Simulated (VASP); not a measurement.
Level of theory: PW91 GGA, VASP's PBE PAW potentials (set 64) (plane waves; VASP 6.6.1).

Input for VASP

**KPOINTS**
```
kpoints
0
G
  16 16 8
0 0 0
```

File POSCAR:
```
Zn
1.0
  1.3246112058  -2.2942943380   0.0000000000
  1.3246112058   2.2942943380   0.0000000000
  0.0000000000   0.0000000000   4.8353765126
Zn
2
Direct
  0.3333330000   0.6666670000   0.2500000000
  0.6666670000   0.3333330000   0.7500000000
```

### INCAR
```
# general
SYSTEM =Zn
PREC   =Accurate
ENCUT  =520
LREAL  =.FALSE.   # projection in real space or not
LASPH  =.TRUE.

# electronic loop
EDIFF  =1E-7
NELM   =100   # most electronic steps
ALGO   =Normal   # blocked Davidson
LMAXMIX=4   # l cut-off of mixed one-centre charges

# smearing
ISMEAR =1
SIGMA  =0.1

# functional
GGA    =91

# ions
IBRION =2
NSW    =30
ISIF   =4   # ions and shape, fixed volume
EDIFFG =-0.01   # ionic stop

# output
LWAVE  =.FALSE.
LCHARG =.FALSE.
```

POTCAR, in this order: Zn (PBE.64 set). Program: vasp_std.

What VASP printed:

**OSZICAR**
```
       N       E                     dE             d eps       ncg     rms          rms(c)
DAV:   1     0.967143047187E+02    0.96714E+02   -0.12908E+04  4888   0.239E+03
DAV:   2     0.237897043723E+00   -0.96476E+02   -0.95249E+02  4896   0.303E+02
DAV:   3    -0.244072759981E+01   -0.26786E+01   -0.26748E+01  5960   0.623E+01
DAV:   4    -0.244825648558E+01   -0.75289E-02   -0.75286E-02  5776   0.334E+00
DAV:   5    -0.244826777736E+01   -0.11292E-04   -0.11292E-04  5824   0.106E-01    0.427E+00
DAV:   6    -0.223150535982E+01    0.21676E+00   -0.10540E+00  4952   0.231E+01    0.312E+00
DAV:   7    -0.222106662667E+01    0.10439E-01   -0.32033E-02  6136   0.335E+00    0.161E+00
DAV:   8    -0.221601647152E+01    0.50502E-02   -0.17526E-03  6536   0.718E-01    0.465E-02
DAV:   9    -0.221601782887E+01   -0.13573E-05   -0.25127E-04  6760   0.238E-01    0.335E-02
DAV:  10    -0.221602173553E+01   -0.39067E-05   -0.22786E-05  5296   0.624E-02    0.289E-03
DAV:  11    -0.221602152041E+01    0.21512E-06   -0.12704E-07  4752   0.582E-03    0.173E-03
DAV:  12    -0.221602118348E+01    0.33693E-06   -0.32596E-08  3144   0.341E-03    0.822E-05
DAV:  13    -0.221602119266E+01   -0.91850E-08   -0.10081E-08  2928   0.108E-03
   1 F= -.22160212E+01 E0= -.22160738E+01  d E =-.221602E+01
       N       E                     dE             d eps       ncg     rms          rms(c)
DAV:   1    -0.222572594187E+01   -0.97048E-02   -0.18721E-01  5576   0.417E+00    0.591E-01
DAV:   2    -0.222017144054E+01    0.55545E-02   -0.53550E-03  5208   0.144E+00    0.356E-01
DAV:   3    -0.221712254655E+01    0.30489E-02   -0.38344E-03  6640   0.112E+00    0.368E-02
DAV:   4    -0.221716017003E+01   -0.37623E-04   -0.45262E-04  5144   0.252E-01    0.239E-02
DAV:   5    -0.221715927352E+01    0.89651E-06   -0.44949E-06  5688   0.499E-02    0.438E-03
DAV:   6    -0.221715903743E+01    0.23609E-06   -0.60045E-07  5648   0.107E-02    0.454E-04
DAV:   7    -0.221715904925E+01   -0.11815E-07   -0.21828E-08  2608   0.168E-03
   2 F= -.22171590E+01 E0= -.22172728E+01  d E =-.113786E-02
       N       E                     dE             d eps       ncg     rms          rms(c)
DAV:   1    -0.221797579674E+01   -0.81676E-03   -0.16177E-02  5592   0.123E+00    0.174E-01
DAV:   2    -0.221749788551E+01    0.47791E-03   -0.45887E-04  5216   0.424E-01    0.105E-01
DAV:   3    -0.221722889545E+01    0.26899E-03   -0.33648E-04  6648   0.334E-01    0.108E-02
DAV:   4    -0.221723236733E+01   -0.34719E-05   -0.40091E-05  5128   0.760E-02    0.705E-03
DAV:   5    -0.221723219932E+01    0.16801E-06   -0.39054E-07  5624   0.165E-02    0.121E-03
DAV:   6    -0.221723219743E+01    0.18808E-08   -0.43107E-08  2728   0.370E-03
   3 F= -.22172322E+01 E0= -.22173363E+01  d E =-.121100E-02
```

**OUTCAR**
```
------------------------ aborting loop because EDIFF is reached ----------------------------------------
  FORCE on cell =-STRESS in cart. coord.  units (eV):
  Direction    XX          YY          ZZ          XY          YZ          ZX
  --------------------------------------------------------------------------------------
  Total        0.4834470      0.4834472      0.4896473      0.0000000      0.0000000     -0.0000000
  in kB       26.3549134     26.3549235     26.6929192      0.0000000      0.0000000     -0.0000000
  external PRESSURE =      26.4675854 kB  Pullay stress =       0.0000000 kB
  volume of cell :       29.39
      direct lattice vectors                 reciprocal lattice vectors
     1.320088126 -2.286460142  0.000000000     0.378762592 -0.218678642  0.000000000
     1.320088126  2.286460142 -0.000000000     0.378762592  0.218678642  0.000000000
    -0.000000000 -0.000000000  4.868568612     0.000000000  0.000000000  0.205399180
 POSITION                                       TOTAL-FORCE (eV/Angst)
 -----------------------------------------------------------------------------------
      1.32009      0.76215      1.21714         0.000000     -0.000000      0.000000
      1.32009     -0.76215      3.65143        -0.000000      0.000000      0.000000
 -----------------------------------------------------------------------------------
    total drift:                                0.000000      0.000070      0.000003
  FREE ENERGIE OF THE ION-ELECTRON SYSTEM (eV)
  ---------------------------------------------------
  free  energy   TOTEN  =        -2.2172321974 eV

  energy  without entropy=       -2.2175443827  energy(sigma->0) =       -2.21733626

 reached required accuracy - stopping structural energy minimisation
```
(Selected blocks of OUTCAR.)

File CONTCAR:
```
Zn
   1.00000000000000
     1.3200881262215127   -2.2864601421865101    0.0000000000000000
     1.3200881262215127    2.2864601421865101   -0.0000000000000000
    -0.0000000000000000   -0.0000000000000000    4.8685686120172971
  Zn
     2
Direct
     0.3333330000000032    0.6666669999999968    0.2500000000000000
     0.6666669999999968    0.3333330000000032    0.7500000000000000
```

The compound is Zn in the hcp structure. This cell is one point of a volume scan, at 0.97 of the reference volume. Symmetry was kept, so distortions that lower it aren't found.
